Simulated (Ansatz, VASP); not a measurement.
**Two plane-wave programs on CaAg2As2**

Contents of INCAR:

```
SYSTEM = CaAg2As2
PREC = Accurate
ENCUT = 520
EDIFF = 1E-6
ISMEAR = 0
SIGMA = 0.1
LREAL = .False.
LASPH = .True.
NELM = 60
ALGO = Normal
ISIF = 2
LWAVE = .False.
LCHARG = .False.
GGA = PE
NBANDS = 29
```

The input KPOINTS:

```
Automatic mesh
0
Gamma
  6 6 6
  0 0 0
```

POSCAR

```
CaAg2As2
1.0
   -2.1607523629      2.1607523629      5.1018637867
    2.1607523629     -2.1607523629      5.1018637867
    2.1607523629      2.1607523629     -5.1018637867
Ca Ag As
1 2 2
Direct
    0.0000000000      0.0000000000      0.0000000000
    0.7500000000      0.2500000000      0.5000000000
    0.2500000000      0.7500000000      0.5000000000
    0.3842000000      0.3842000000      0.0000000000
    0.6158000000      0.6158000000      0.0000000000
```

Input for Ansatz:

```yaml
crystal:
  lattice:
    - [-2.1607523629, 2.1607523629, 5.1018637867]
    - [2.1607523629, -2.1607523629, 5.1018637867]
    - [2.1607523629, 2.1607523629, -5.1018637867]
  atoms:
    - { symbol: Ca, position: [0.0, 0.0, 0.0] }
    - { symbol: Ag, position: [0.75, 0.25, 0.5] }
    - { symbol: Ag, position: [0.25, 0.75, 0.5] }
    - { symbol: As, position: [0.3842, 0.3842, 0.0] }
    - { symbol: As, position: [0.6158, 0.6158, 0.0] }
basis:
  ecutwfc: 420
kpoints:
  mp_grid: { grid: [6, 6, 6] }
hamiltonian:
  xc: pbe
scf:
  occupations: { method: gaussian, width: 0.1 }
output:
  forces: true
  stress: true
  eigenvalues: true
```

Alike in both runs: task single point; functional PBE; k mesh 6 × 6 × 6; occupations gaussian, width 0.1 eV; no spin polarisation.

|  | VASP | Ansatz |
| --- | --- | --- |
| version | VASP 6.6.1 | Ansatz 0.2.0 |
| potentials or method | VASP PAW PBE potentials, release 64 (Ca_sv, Ag, As) | scalar-relativistic, plane waves, PAW |
| plane-wave cutoff (eV) | 520 | 420 |
| valence electrons in the cell | 42 | 78 |

Ansatz gave:

* gap on the k mesh at the Fermi level (eV): none
* pressure (GPa): 12.9
* largest component of the traceless stress (GPa): 4.53
* rms of the force components (eV/Å): 0.062

Question: What did VASP give for the same quantities?

Answer: gap on the k mesh at the Fermi level (eV): none; pressure (GPa): 13.0; largest component of the traceless stress (GPa): 4.66; rms of the force components (eV/Å): 0.045.

Atom by atom the forces differ by 0.017 eV/Å (rms over components). A gap of «none» marks a metal or a gap that the smearing closes. With one functional, cell and mesh, what is left measures potentials, basis and numerics. The two sets of potentials don't hold the same shells in valence.
